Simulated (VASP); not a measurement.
## GW on CdF2: a test of the settings

How far does the GW correction to the gap of CdF2 depend on the settings? The starting structure is a measured crystal structure from the Crystallography Open Database. Cell and atoms stay as given.

Program: VASP 6.6.1. Level of theory: GW on LDA orbitals, with plane waves and PAW data sets made for GW. Results are calculated unless marked as measured.

### Step 1. The structure

Symmetry: Fm-3m, No. 225, cubic system. Conventional cell: a = 5.388 Å, b = 5.388 Å, c = 5.388 Å, α = 90.00°, β = 90.00°, γ = 90.00°. Cd has 8 F at 2.33 Å nearest. Nearest to F lie 4 Cd at 2.33 Å. Farther neighbours and most contacts between anions are not listed.

### Step 2. G0W0 (response cutoff 100 eV, 4×4×4 mesh)

It reads the orbitals and their derivatives (WAVECAR and WAVEDER) of a run with the empty bands, which follows a ground-state run; neither is shown.

Input file INCAR:

```
SYSTEM = CdF2
PREC = Accurate
ENCUT = 520
ISMEAR = 0
SIGMA = 0.01
LREAL = .FALSE.
GGA = CA
NBANDS = 92
ALGO = EVGW0
NELMGW = 1
ENCUTGW = 100
NOMEGA = 40
PRECFOCK = Fast
NBANDSGW = 24
LWAVE = .FALSE.
LCHARG = .FALSE.
```

Input file POSCAR:

```
CdF2
1.0
    0.0000000000      2.6940000000      2.6940000000
    2.6940000000      0.0000000000      2.6940000000
    2.6940000000      2.6940000000      0.0000000000
Cd F
1 2
Direct
    0.0000000000      0.0000000000      0.0000000000
    0.7500000000      0.7500000000      0.7500000000
    0.2500000000      0.2500000000      0.2500000000
```

Input file KPOINTS:

```
Automatic mesh
0
Gamma
4 4 4
0 0 0
```

PAW data sets: Cd_GW and F_GW (LDA family, release 64).

The run is started by

```
$ mpirun -np 4 vasp_std
```

Output:

```text
[banner, memory and clock lines left out]
running    4 mpi-ranks, on    1 nodes
 distrk:  each k-point on    4 cores,    1 groups
 distr:  one band on    1 cores,    4 groups

 POSCAR found type information on POSCAR CdF
 POSCAR found :  2 types and       3 ions
|                                                                             |
|           W    W    AA    RRRRR   N    N  II  N    N   GGGG   !!!           |
|           W    W   A  A   R    R  NN   N  II  NN   N  G    G  !!!           |
|           W    W  A    A  R    R  N N  N  II  N N  N  G       !!!           |
|           W WW W  AAAAAA  RRRRR   N  N N  II  N  N N  G  GGG   !            |
|           WW  WW  A    A  R   R   N   NN  II  N   NN  G    G                |
|           W    W  A    A  R    R  N    N  II  N    N   GGGG   !!!           |
|                                                                             |
|     The default for ENCUTGWSOFT is different in this version of VASP.       |
|     please manually set ENCUTGWSOFT =100 in the INCAR file.                 |
|                                                                             |

 LDA part: xc-table for (Slater(with rela. corr.)+CA(PZ))
 , standard interpolation
 found WAVECAR, reading the header
 POSCAR, INCAR and KPOINTS ok, starting setup
 FFT: planning ... GRIDC
 FFT: planning ... GRID_SOFT
 FFT: planning ... GRID
 reading WAVECAR
 the WAVECAR file was read successfully
 initial charge from wavefunction
 available memory per node:     65.26 GB, setting MAXMEM to     66822

 The Fermi energy was updated, please check that it is located mid-gap
 values below the HOMO (VB) or above the LUMO (CB) will cause erroneous energies
 E-fermi :   1.8193

 calculate exact exchange contribution
 the WAVEDER file was read successfully
energies w=
    0.000    0.000    0.853    0.000    1.701    0.000    2.540    0.000
    3.366    0.000    4.176    0.000    4.969    0.000    5.744    0.000
    6.503    0.000    7.246    0.000    7.976    0.000    8.695    0.000
    9.407    0.000   10.115    0.000   10.824    0.000   11.536    0.000
   12.257    0.000   12.992    0.000   13.747    0.000   14.528    0.000
   15.343    0.000   16.199    0.000   17.108    0.000   18.081    0.000
   19.135    0.000   20.286    0.000   21.560    0.000   22.986    0.000
   24.605    0.000   26.471    0.000   28.656    0.000   31.265    0.000
   34.449    0.000   38.435    0.000   43.583    0.000   50.499    0.000
   60.279    0.000   75.145    0.000  100.369    0.000  152.271    0.000
 responsefunction array rank=     100
 LDA part: xc-table for (Slater(with rela. corr.)+CA(PZ))
 , standard interpolation

 min. memory requirement per mpi rank    118.9 MB, per node    475.6 MB

 allocating  10 responsefunctions rank=   100
 shmem allocating  40 responsefunctions rank=   100
 response function shared by NCSHMEM nodes    1
 Doing           10  frequencies on each core in blocks of           40
NQ=   1    0.0000    0.0000    0.0000,
|.........|.........|.........|.........|.........|.........|.........|.........
 performed        166000 updates of chi_q(r,r)
 total number of BLAS operations         10.57 Gflops
NQ=   2    0.2500    0.0000    0.0000,
|.........|.........|.........|.........|.........|.........|.........|.........
 performed        491000 updates of chi_q(r,r)
 total number of BLAS operations         31.21 Gflops
NQ=   3    0.5000    0.0000    0.0000,
|.........|.........|.........|.........|.........|.........|.........|.........
 performed        737000 updates of chi_q(r,r)
 total number of BLAS operations         47.17 Gflops
NQ=   4    0.2500    0.2500    0.0000,
|.........|.........|.........|.........|.........|.........|.........|.........
 performed       1031000 updates of chi_q(r,r)
 total number of BLAS operations         63.81 Gflops
NQ=   5    0.5000    0.2500    0.0000,
|.........|.........|.........|.........|.........|.........|.........|.........
 performed       1427000 updates of chi_q(r,r)
 total number of BLAS operations         89.50 Gflops
NQ=   6   -0.2500    0.2500    0.0000,
|.........|.........|.........|.........|.........|.........|.........|.........
 performed       1779000 updates of chi_q(r,r)
 total number of BLAS operations        111.82 Gflops
NQ=   7    0.5000    0.5000    0.0000,
|.........|.........|.........|.........|.........|.........|.........|.........
 performed       2007000 updates of chi_q(r,r)
 total number of BLAS operations        127.30 Gflops
NQ=   8   -0.2500    0.5000    0.2500,
|.........|.........|.........|.........|.........|.........|.........|.........
 performed       2306000 updates of chi_q(r,r)
 total number of BLAS operations        151.24 Gflops
 resolving degeneracies of screened two electron integrals

 calculate QP shifts <psi_nk| G(iteration)W_0 |psi_nk>: iteration 1
 entering main loop
```

Run time: 17 s. Hardware: 4 MPI ranks of Intel Xeon 6975P-C (Granite Rapids), shared host; peak memory 0.68 GiB; 68 s of CPU time.

The logs omit lines about the potential files and the build; timing stands in the text.

Parts of OUTCAR (step 2):

```text
ion  position               nearest neighbor table
   1  0.000  0.000  0.000-   2 2.33   2 2.33   2 2.33   2 2.33   3 2.33   3 2.33   3 2.33   3 2.33

  LATTYP: Found a face centered cubic cell.
 ALAT       =     5.3880000000

 Subroutine GETGRP returns: Found 48 space group operations
 (whereof 48 operations were pure point group operations)

The static configuration has the point symmetry O_h .

 Found      8 irreducible k-points:

   k-points           NKPTS =      8   k-points in BZ     NKDIM =     64   number of bands    NBANDS=     92

   dimension x,y,z NGX =    28 NGY =   28 NGZ =   28
   dimension x,y,z NGXF=    56 NGYF=   56 NGZF=   56

   ENCUT  =  520.0 eV  38.22 Ry    6.18 a.u.   7.08  7.08  7.08*2*pi/ulx,y,z

   NELECT =      26.0000    total number of electrons

  energy-cutoff  :      520.00
  volume of cell :       39.10
      direct lattice vectors                 reciprocal lattice vectors
     0.000000000  2.694000000  2.694000000    -0.185597624  0.185597624  0.185597624
     2.694000000  0.000000000  2.694000000     0.185597624 -0.185597624  0.185597624
     2.694000000  2.694000000  0.000000000     0.185597624  0.185597624 -0.185597624

 k-points in reciprocal lattice and weights: Automatic mesh
   0.00000000  0.00000000  0.00000000       0.016
   0.25000000  0.00000000  0.00000000       0.125
   0.50000000  0.00000000  0.00000000       0.062
   0.25000000  0.25000000  0.00000000       0.094
   0.50000000  0.25000000  0.00000000       0.375
  -0.25000000  0.25000000  0.00000000       0.188
   0.50000000  0.50000000  0.00000000       0.047
  -0.25000000  0.50000000  0.25000000       0.094

 E-fermi :   1.8193

 QP shifts <psi_nk| G(iteration)W_0 |psi_nk>: iteration 1
 for sc-GW calculations column KS-energies equals QP-energies in previous step
 and V_xc(KS)=  KS-energies - (<T + V_ion + V_H > + <T+V_H+V_ion>^1  + <V_x>^1)
 k-point   1 :       0.0000    0.0000    0.0000
  band No.  KS-energies  QP-energies   sigma(KS)   V_xc(KS)     V^pw_x(r,r')   Z            occupation Imag(sigma)
    ...
     10      -0.6066      -1.7973     -24.0392     -22.4306     -29.7858       0.7403       2.0000       0.1642
     11      -0.0645      -1.7528     -23.1462     -20.9414     -28.2428       0.7658       2.0000       0.1935
     12      -0.0645      -1.7528     -23.1462     -20.9414     -28.2428       0.7658       2.0000       0.1935
     13      -0.0645      -1.7528     -23.1462     -20.9414     -28.2428       0.7658       2.0000       0.1935
     14       3.2248       4.4806     -10.4908     -11.9735      -6.9105       0.8470       0.0000      -0.0479
     15      12.7079      14.3855      -7.8986      -9.9161      -3.5752       0.8315       0.0000      -0.1161
     16      12.7079      14.3855      -7.8986      -9.9161      -3.5752       0.8315       0.0000      -0.1161
     17      12.7079      14.3855      -7.8986      -9.9161      -3.5752       0.8315       0.0000      -0.1161
    ...

 k-point   2 :       0.2500    0.0000    0.0000
  band No.  KS-energies  QP-energies   sigma(KS)   V_xc(KS)     V^pw_x(r,r')   Z            occupation Imag(sigma)
    ...
     10      -0.9944      -2.3131     -23.3604     -21.5781     -29.0128       0.7399       2.0000       0.1826
     11      -0.7358      -2.3182     -22.1655     -20.0855     -27.1565       0.7607       2.0000       0.1895
     12      -0.0271      -1.6006     -23.3971     -21.3334     -28.5991       0.7625       2.0000       0.1843
     13      -0.0271      -1.6006     -23.3971     -21.3334     -28.5991       0.7625       2.0000       0.1843
     14       5.1417       6.5844     -12.9842     -14.7327      -9.9214       0.8251       0.0000      -0.0557
     15      10.8286      12.4515      -9.1745     -11.1313      -5.1674       0.8293       0.0000      -0.1094
     16      13.5502      15.3527      -8.7766     -10.9673      -4.3485       0.8228       0.0000      -0.1443
     17      13.5502      15.3527      -8.7766     -10.9673      -4.3485       0.8228       0.0000      -0.1443
    ...

 k-point   3 :       0.5000    0.0000    0.0000
  band No.  KS-energies  QP-energies   sigma(KS)   V_xc(KS)     V^pw_x(r,r')   Z            occupation Imag(sigma)
    ...
     10      -1.4970      -2.7632     -22.9320     -21.2003     -28.7039       0.7312       2.0000       0.1923
     11      -1.4970      -2.7632     -22.9320     -21.2003     -28.7039       0.7312       2.0000       0.1923
     12       0.0295      -1.5318     -23.4652     -21.4203     -28.6773       0.7635       2.0000       0.1827
     13       0.0295      -1.5318     -23.4652     -21.4203     -28.6773       0.7635       2.0000       0.1827
     14       7.3710       9.2313     -13.7516     -16.0503     -10.2177       0.8093       0.0000      -0.0722
     15       9.1946      10.6896     -10.7539     -12.5660      -7.3391       0.8250       0.0000      -0.1004
     16      14.5483      16.5615     -10.1619     -12.6536      -5.5599       0.8079       0.0000      -0.1959
     17      14.5483      16.5615     -10.1619     -12.6536      -5.5599       0.8079       0.0000      -0.1959
    ...

 k-point   4 :       0.2500    0.2500    0.0000
  band No.  KS-energies  QP-energies   sigma(KS)   V_xc(KS)     V^pw_x(r,r')   Z            occupation Imag(sigma)
    ...
     10      -1.4726      -2.9701     -22.4780     -20.4618     -27.9552       0.7427       2.0000       0.2056
     11      -0.0864      -1.5801     -23.7673     -21.7907     -29.1494       0.7557       2.0000       0.1801
     12       0.0930      -1.2885     -23.9635     -22.1388     -29.3555       0.7571       2.0000       0.1678
     13       0.0930      -1.2885     -23.9635     -22.1388     -29.3555       0.7571       2.0000       0.1678
     14       5.4735       6.9698     -12.5453     -14.3553      -9.2747       0.8267       0.0000      -0.0605
     15      10.6646      12.2068      -7.9261      -9.7658      -3.7475       0.8383       0.0000      -0.0984
     16      13.5974      15.4727      -9.8973     -12.2036      -5.5337       0.8132       0.0000      -0.1683
     17      13.5974      15.4727      -9.8973     -12.2036      -5.5337       0.8132       0.0000      -0.1683
    ...

[... 4 further parts left out ...]
```

G0W0 (response cutoff 100 eV, 4×4×4 mesh): the quasiparticle gap on this mesh is 5.375 eV, +2.564 eV from the LDA gap on the same points, with 92 bands.

### Step 3. G0W0 (response cutoff 160 eV, 4×4×4 mesh)

It reads the orbitals and their derivatives (WAVECAR and WAVEDER) of a run with the empty bands, which follows a ground-state run; neither is shown.

Edit INCAR of step 2 so:

```diff
@@ -7,6 +7,6 @@
 GGA = CA
-NBANDS = 92
+NBANDS = 180
 ALGO = EVGW0
 NELMGW = 1
-ENCUTGW = 100
+ENCUTGW = 160
 NOMEGA = 40
```

POSCAR is that of step 2.

KPOINTS is that of step 2.

The run is started by

```
$ mpirun -np 4 vasp_std
```

Output:

```text
[banner, memory and clock lines left out]
running    4 mpi-ranks, on    1 nodes
[...]
|                                                                             |
|           W    W    AA    RRRRR   N    N  II  N    N   GGGG   !!!           |
|           W    W   A  A   R    R  NN   N  II  NN   N  G    G  !!!           |
|           W    W  A    A  R    R  N N  N  II  N N  N  G       !!!           |
|           W WW W  AAAAAA  RRRRR   N  N N  II  N  N N  G  GGG   !            |
|           WW  WW  A    A  R   R   N   NN  II  N   NN  G    G                |
|           W    W  A    A  R    R  N    N  II  N    N   GGGG   !!!           |
|                                                                             |
|     The default for ENCUTGWSOFT is different in this version of VASP.       |
|     please manually set ENCUTGWSOFT =160 in the INCAR file.                 |
|                                                                             |

 LDA part: xc-table for (Slater(with rela. corr.)+CA(PZ))
[...]
total number of BLAS operations        374.47 Gflops
NQ=   4    0.2500    0.2500    0.0000,
|.........|.........|.........|.........|.........|.........|.........|.........
 performed       2104000 updates of chi_q(r,r)
 total number of BLAS operations        525.94 Gflops
NQ=   5    0.5000    0.2500    0.0000,
|.........|.........|.........|.........|.........|.........|.........|.........
 performed       2900000 updates of chi_q(r,r)
 total number of BLAS operations        741.61 Gflops
NQ=   6   -0.2500    0.2500    0.0000,
|.........|.........|.........|.........|.........|.........|.........|.........
 performed       3609000 updates of chi_q(r,r)
 total number of BLAS operations        925.61 Gflops
NQ=   7    0.5000    0.5000    0.0000,
|.........|.........|.........|.........|.........|.........|.........|.........
 performed       4076000 updates of chi_q(r,r)
 total number of BLAS operations       1060.76 Gflops
NQ=   8   -0.2500    0.5000    0.2500,
|.........|.........|.........|.........|.........|.........|.........|.........
 performed       4682000 updates of chi_q(r,r)
 total number of BLAS operations       1210.99 Gflops
 resolving degeneracies of screened two electron integrals

 calculate QP shifts <psi_nk| G(iteration)W_0 |psi_nk>: iteration 1
 entering main loop
[key lines of the parts left out:]
E-fermi :   1.8193
```

Run time: 33 s. Hardware: 4 MPI ranks; peak memory 0.89 GiB; 2.2 min of CPU time.

OUTCAR, selected parts (step 3):

```text
 QP shifts <psi_nk| G(iteration)W_0 |psi_nk>: iteration 1
 for sc-GW calculations column KS-energies equals QP-energies in previous step
 and V_xc(KS)=  KS-energies - (<T + V_ion + V_H > + <T+V_H+V_ion>^1  + <V_x>^1)
 k-point   1 :       0.0000    0.0000    0.0000
  band No.  KS-energies  QP-energies   sigma(KS)   V_xc(KS)     V^pw_x(r,r')   Z            occupation Imag(sigma)
    ...
     10      -0.6066      -1.8868     -24.1692     -22.4306     -29.7858       0.7363       2.0000       0.1598
     11      -0.0645      -1.8408     -23.2733     -20.9414     -28.2428       0.7617       2.0000       0.1642
     12      -0.0645      -1.8408     -23.2733     -20.9414     -28.2428       0.7617       2.0000       0.1642
     13      -0.0645      -1.8408     -23.2733     -20.9414     -28.2428       0.7617       2.0000       0.1642
     14       3.2248       4.3923     -10.5904     -11.9735      -6.9105       0.8441       0.0000      -0.0596
     15      12.7079      14.2463      -8.0623      -9.9161      -3.5752       0.8298       0.0000      -0.0995
     16      12.7079      14.2463      -8.0623      -9.9161      -3.5752       0.8298       0.0000      -0.0995
     17      12.7079      14.2463      -8.0623      -9.9161      -3.5752       0.8298       0.0000      -0.0995
    ...

[... 1 part as in an earlier step ...]

[... 2 further parts left out ...]
[key lines of the parts left out:]
E-fermi :   1.8193
```

G0W0 (response cutoff 160 eV, 4×4×4 mesh): the quasiparticle gap on this mesh is 5.374 eV, +2.563 eV from the LDA gap on the same points, with 180 bands.

### Step 4. G0W0 (response cutoff 240 eV, 4×4×4 mesh)

It reads the orbitals and their derivatives (WAVECAR and WAVEDER) of a run with the empty bands, which follows a ground-state run; neither is shown.

Edit INCAR of step 3 so:

```diff
@@ -7,6 +7,6 @@
 GGA = CA
-NBANDS = 180
+NBANDS = 332
 ALGO = EVGW0
 NELMGW = 1
-ENCUTGW = 160
+ENCUTGW = 240
 NOMEGA = 40
```

POSCAR is that of step 3.

KPOINTS is that of step 3.

The run is started by

```
$ mpirun -np 4 vasp_std
```

Output:

```text
[banner, memory and clock lines left out]
running    4 mpi-ranks, on    1 nodes
[...]
|                                                                             |
|           W    W    AA    RRRRR   N    N  II  N    N   GGGG   !!!           |
|           W    W   A  A   R    R  NN   N  II  NN   N  G    G  !!!           |
|           W    W  A    A  R    R  N N  N  II  N N  N  G       !!!           |
|           W WW W  AAAAAA  RRRRR   N  N N  II  N  N N  G  GGG   !            |
|           WW  WW  A    A  R   R   N   NN  II  N   NN  G    G                |
|           W    W  A    A  R    R  N    N  II  N    N   GGGG   !!!           |
|                                                                             |
|     The default for ENCUTGWSOFT is different in this version of VASP.       |
|     please manually set ENCUTGWSOFT =240 in the INCAR file.                 |
|                                                                             |

 LDA part: xc-table for (Slater(with rela. corr.)+CA(PZ))
[...]
total number of BLAS operations       2457.88 Gflops
NQ=   4    0.2500    0.2500    0.0000,
|.........|.........|.........|.........|.........|.........|.........|.........
 performed       3955000 updates of chi_q(r,r)
 total number of BLAS operations       3512.44 Gflops
NQ=   5    0.5000    0.2500    0.0000,
|.........|.........|.........|.........|.........|.........|.........|.........
 performed       5441000 updates of chi_q(r,r)
 total number of BLAS operations       4815.75 Gflops
NQ=   6   -0.2500    0.2500    0.0000,
|.........|.........|.........|.........|.........|.........|.........|.........
 performed       6768000 updates of chi_q(r,r)
 total number of BLAS operations       5951.44 Gflops
NQ=   7    0.5000    0.5000    0.0000,
|.........|.........|.........|.........|.........|.........|.........|.........
 performed       7649000 updates of chi_q(r,r)
 total number of BLAS operations       6776.18 Gflops
NQ=   8   -0.2500    0.5000    0.2500,
|.........|.........|.........|.........|.........|.........|.........|.........
 performed       8785000 updates of chi_q(r,r)
 total number of BLAS operations       7754.24 Gflops
 resolving degeneracies of screened two electron integrals

 calculate QP shifts <psi_nk| G(iteration)W_0 |psi_nk>: iteration 1
 entering main loop
[key lines of the parts left out:]
E-fermi :   1.8193
```

Elapsed: 79 s, on 4 MPI ranks; peak memory 1.4 GiB.

OUTCAR, selected parts (step 4):

```text
 QP shifts <psi_nk| G(iteration)W_0 |psi_nk>: iteration 1
 for sc-GW calculations column KS-energies equals QP-energies in previous step
 and V_xc(KS)=  KS-energies - (<T + V_ion + V_H > + <T+V_H+V_ion>^1  + <V_x>^1)
 k-point   1 :       0.0000    0.0000    0.0000
  band No.  KS-energies  QP-energies   sigma(KS)   V_xc(KS)     V^pw_x(r,r')   Z            occupation Imag(sigma)
    ...
     10      -0.6066      -2.0570     -24.3969     -22.4306     -29.7858       0.7376       2.0000       0.3149
     11      -0.0645      -2.0211     -23.5075     -20.9414     -28.2428       0.7625       2.0000       0.2756
     12      -0.0645      -2.0211     -23.5075     -20.9414     -28.2428       0.7625       2.0000       0.2756
     13      -0.0645      -2.0211     -23.5075     -20.9414     -28.2428       0.7625       2.0000       0.2756
     14       3.2248       4.3787     -10.6084     -11.9735      -6.9105       0.8453       0.0000      -0.1422
     15      12.7079      14.2542      -8.0699      -9.9161      -3.5752       0.8375       0.0000      -0.2197
     16      12.7079      14.2542      -8.0699      -9.9161      -3.5752       0.8375       0.0000      -0.2197
     17      12.7079      14.2542      -8.0699      -9.9161      -3.5752       0.8375       0.0000      -0.2197
    ...

[... 1 part as in an earlier step ...]

[... 2 further parts left out ...]
[key lines of the parts left out:]
E-fermi :   1.8193
```

G0W0 (response cutoff 240 eV, 4×4×4 mesh): the quasiparticle gap on this mesh is 5.546 eV, +2.735 eV from the LDA gap on the same points, with 332 bands.

[end of part 1 of 2]

[Lines on the potential files, build, host, timing and source positions are cut from VASP's logs without a mark.]

[Logs are printed without paths, hosts, clocks, repeated set-up lines and the standing remarks that a program may print on its own settings, such as how far it seeks lower states.]

[Hosts, paths, dates, database ids (printed as entryN), source tags and the programs' standing remarks are cut or masked in the printed files.]
